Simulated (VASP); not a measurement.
Here is the system:

```
CELL_PARAMETERS angstrom
      0.00000     3.29000     3.29000
      3.29000     0.00000     3.29000
      3.29000     3.29000     0.00000
ATOMIC_POSITIONS crystal
  Rb 0.00000 0.00000 0.00000
  Cl 0.50000 0.50000 0.50000
```

These are PBE GGA, VASP's PBE PAW potentials (set 64) (plane waves; VASP 6.6.1) values and carry that method's errors. Run with 400 eV cut-off, 6×6×6 Γ-centred mesh, first-order Methfessel-Paxton smearing of 0.20 eV, potentials Rb_sv Cl.

**Question.** Predict the energy per atom (σ→0), band gap (on the k-mesh) with the smallest direct gap where there is one.

**Answer.** 
```json
{
 "band gap (on the k-mesh)": "5.00 eV",
 "smallest direct gap (on the k-mesh)": "5.00 eV",
 "energy per atom (σ→0)": "-3331 meV/atom"
}
```

Only differences to runs with the same potentials and settings are physical.

The compound is RbCl in the rock salt structure. The cell was not relaxed at this level. The run is one of a series of settings (ISMEAR = 1, SIGMA = 0.2 against the base run), some of them coarse on purpose.
